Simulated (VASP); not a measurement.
# Co (P6_3/mmc) in VASP: single point with PBEsol

Aim: the single point of Co with PBEsol.

Everything below comes from runs of VASP 6.6.1. Logs are shortened: lines on timing, memory, paths and dates and some standing lists are left out, and cuts for length are marked.

**1. The crystal as given**

Symmetry: P6_3/mmc, No. 194, hexagonal system. Conventional cell: a = 2.453 Å, b = 2.453 Å, c = 3.962 Å, α = 90.00°, β = 90.00°, γ = 120.00°. Co (site symmetry -6m2) has 12 Co at 2.44 to 2.45 Å as nearest neighbours.

**2. Single point, PBEsol, collinear spin, ferromagnetic start**

INCAR reads:

```
  PREC = Accurate
  ENCUT = 520
  EDIFF = 1E-6
  ISMEAR = 1
  SIGMA = 0.1
  LREAL = False
  LASPH = True
  NELM = 150
  ALGO = Normal
  ISIF = 2
  LWAVE = False
  LCHARG = False
  ISPIN = 2
  MAGMOM = 1.7 1.7
  LORBIT = 11
  LMAXMIX = 4
  GGA = PS
  AMIX = 0.2
  BMIX = 1E-4
  AMIX_MAG = 0.8
  BMIX_MAG = 1E-4
  ICORELEVEL = 1
```

KPOINTS reads:

```
Automatic mesh
0
Gamma
  16 10 25
```

POSCAR reads:

```
Co
1.0
    2.4532743400      0.0000000000      0.0000000000
    0.0000000000      3.9615230000      0.0000000000
    1.2266373300      0.0000000000      2.1245985700
Co
2
Direct
    0.3333330000      0.7500000000      0.3333330000
    0.6666670000      0.2500000000      0.6666670000
```

Potentials or basis: VASP PAW PBE potentials, release 64 (Co).

The run is started by

```console
> cat potpaw_PBE.64/Co/POTCAR > POTCAR
> mpirun -np 1 vasp_std > vasp.out
```

OUTCAR:

```text
PREC = Accurate
   ENCUT = 520
   EDIFF = 1E-6
   ISMEAR = 1
   LREAL = False
   LASPH = True
   NELM = 150
   ISIF = 2
   ISPIN = 2
   LORBIT = 11
   GGA = PS
   AMIX = 0.2
   AMIX_MAG = 0.8

 ion  position               nearest neighbor table
   1  0.333  0.750  0.333-   2 2.44   2 2.44   2 2.44   2 2.44   2 2.44   2 2.44
   2  0.667  0.250  0.667-   1 2.44   1 2.44   1 2.44   1 2.44   1 2.44   1 2.44

  LATTYP: Found a hexagonal cell.
 ALAT       =     2.4532748395
 C/A-ratio  =     1.6147897236

  Lattice vectors:

 A1 = (  -1.2266370100,   0.0000000000,   2.1245985700)
 A2 = (   2.4532743400,   0.0000000000,   0.0000000000)
 A3 = (   0.0000000000,   3.9615230000,   0.0000000000)

Analysis of symmetry for initial positions (statically):
=====================================================================
 Subroutine PRICEL returns:
 Original cell was already a primitive cell.

 Routine SETGRP: Setting up the symmetry group for a
 hexagonal supercell.

 Subroutine GETGRP returns: Found 24 space group operations
 (whereof 12 operations were pure point group operations)
 out of a pool of 24 trial point group operations.

The static configuration has the point symmetry D_3d.
 The point group associated with its full space group is D_6h.

Analysis of symmetry for dynamics (positions and initial velocities):
=====================================================================
 Subroutine PRICEL returns:
 Original cell was already a primitive cell.

 Routine SETGRP: Setting up the symmetry group for a
 hexagonal supercell.

 Subroutine GETGRP returns: Found 24 space group operations
 (whereof 12 operations were pure point group operations)
 out of a pool of 24 trial point group operations.

The dynamic configuration has the point symmetry D_3d.
 The point group associated with its full space group is D_6h.

Analysis of structural, dynamic, and magnetic symmetry:
=====================================================================
 Subroutine PRICEL returns:
 Original cell was already a primitive cell.

 Routine SETGRP: Setting up the symmetry group for a
 hexagonal supercell.

 Subroutine GETGRP returns: Found 24 space group operations
 (whereof 12 operations were pure point group operations)
 out of a pool of 24 trial point group operations.

The overall configuration has the point symmetry D_3d.
 The point group associated with its full space group is D_6h.

 Subroutine INISYM returns: Found 24 space group operations
 (whereof 12 operations are pure point group operations),
[... 169 lines left out ...]

   2-  1s  -7575.2376  2s   -881.5323  2p   -752.4887  3s    -84.2910  3p    -47.5643

 E-fermi :  10.7811     XC(G=0): -13.8749

 val. band max:       10.7807791889   @ k =   0.2500   0.0000   0.0000
 cond. band min:      10.7812797506   @ k =   0.0625   0.2000   0.1200
 fundamental gap:      0.0005005617
 Fermi energy:        10.7810940585

 spin component 1

 k-point     1 :       0.0000    0.0000    0.0000
  band No.  band energies     occupation
      1       1.5216      1.00000
      2       5.4068      1.00000
      3       8.1341      1.00000
      4       8.1517      1.00000
      5       8.1517      1.00000
      6       8.4952      1.00000
      7       8.4952      1.00000
      8       8.8685      1.00000
      9       8.8685      1.00000
     10      10.0699      1.00000
     11      10.0699      1.00000
     12      10.6434      1.03258
     13      17.6014      0.00000
     14      33.1093      0.00000
[... 403 lines left out ...]
      4       7.4023      1.00000
      5       8.0917      1.00000
      6       8.3410      1.00000
      7       8.7777      1.00000
      8       9.5352      1.00000
      9       9.6142      1.00000
     10       9.6351      1.00000
     11      10.1879      1.00000
     12      14.1979      0.00000
     13      21.0201      0.00000
     14      22.2579      0.00000
     15      26.8850      0.00000

 [... further k-points ...]

 spin component 2

 k-point     1 :       0.0000    0.0000    0.0000
  band No.  band energies     occupation
      1       1.5882      1.00000
      2       6.3410      1.00000
      3       9.7122      1.00000
      4       9.7258      1.00000
      5       9.7258      1.00000
      6      10.1226      1.00000
      7      10.1227      1.00000
      8      10.5672      1.00498
      9      10.5672      1.00498
     10      10.6692      1.03347
     11      11.8837     -0.00000
     12      11.8837     -0.00000
     13      18.6171      0.00000
     14      32.9478      0.00000
[... 403 lines left out ...]
      4       8.6945      1.00000
      5       9.5021      1.00000
      6       9.9566      1.00000
      7      10.0960      1.00000
      8      11.2492     -0.00000
      9      11.3349     -0.00000
     10      11.3613     -0.00000
     11      12.0190     -0.00000
     12      15.1594      0.00000
     13      21.6523      0.00000
     14      22.7805      0.00000
     15      27.3359      0.00000

 [... further k-points ...]

------------------------ aborting loop because EDIFF is reached ----------------------------------------

  FORCE on cell =-STRESS in cart. coord.  units (eV):
  Direction    XX          YY          ZZ          XY          YZ          ZX
  --------------------------------------------------------------------------------------
  -------------------------------------------------------------------------------------
  Total        0.0636488      0.0670339      0.0636489      0.0000000     -0.0000000      0.0000000
  in kB        4.9387367      5.2013930      4.9387398      0.0000000     -0.0000000      0.0000004
  external PRESSURE =       5.0262898 kB  Pullay stress =       0.0000000 kB

 VOLUME and BASIS-vectors are now :
 -----------------------------------------------------------------------------
  energy-cutoff  :      520.00
  volume of cell :       20.65
      direct lattice vectors                 reciprocal lattice vectors
     2.453274340  0.000000000  0.000000000     0.407618497  0.000000000 -0.235338606
     0.000000000  3.961523000  0.000000000     0.000000000  0.252428170  0.000000000
     1.226637330  0.000000000  2.124598570     0.000000000  0.000000000  0.470677150

 POSITION                                       TOTAL-FORCE (eV/Angst)
 -----------------------------------------------------------------------------------
      1.22664      2.97114      0.70820        -0.000000      0.000000      0.000000
      2.45328      0.99038      1.41640         0.000000      0.000000     -0.000000
 -----------------------------------------------------------------------------------
    total drift:                               -0.000021      0.000016      0.000016

  FREE ENERGIE OF THE ION-ELECTRON SYSTEM (eV)
  ---------------------------------------------------
  free  energy   TOTEN  =       -15.4739007259 eV

  energy  without entropy=      -15.4734457076  energy(sigma->0) =      -15.47374905

 total charge

# of ion       s       p       d       tot
------------------------------------------
    1        0.510   0.569   7.294   8.373
    2        0.510   0.569   7.294   8.373
--------------------------------------------------
tot          1.020   1.139  14.587  16.746

 magnetization (x)

# of ion       s       p       d       tot
------------------------------------------
    1       -0.015  -0.052   1.641   1.573
    2       -0.015  -0.052   1.641   1.573
--------------------------------------------------
tot         -0.030  -0.105   3.281   3.146
```

stdout:

```text
POSCAR found type information on POSCAR Co
 POSCAR found :  1 types and       2 ions
 scaLAPACK will be used
 -----------------------------------------------------------------------------
|                                                                             |
|                                                                             |
[... 21 lines left out ...]
|     Results are often still useful ...                                      |
|                                                                             |
 -----------------------------------------------------------------------------

 POSCAR, INCAR and KPOINTS ok, starting setup
 FFT: planning ... GRIDC
 FFT: planning ... GRID_SOFT
 FFT: planning ... GRID
 WAVECAR not read
 entering main loop
```

Wall time 6.2 min (1 thread of Intel Xeon Platinum 8488C (Sapphire Rapids), shared host); peak memory 0.59 GiB.

Results:

* Free energy: -15.4739 eV
* Pressure: 0.5 GPa
* Band gap on the k mesh: none (metal or under the smearing width)
* Net moment: 3.13 μB per cell
* Site moments: Co +1.57 μB
* Valence electrons inside the program's atomic spheres: Co 8.37

Core levels (eV, on the scale of the bands):
```csv
atom,levels
1 Co,"1s -7575.2, 2s -881.5, 2p -752.5, 3s -84.3, 3p -47.6"
2 Co,"1s -7575.2, 2s -881.5, 2p -752.5, 3s -84.3, 3p -47.6"
```

Caveat: the PAW data sets were made with another functional, which shifts forces and pressure a little.
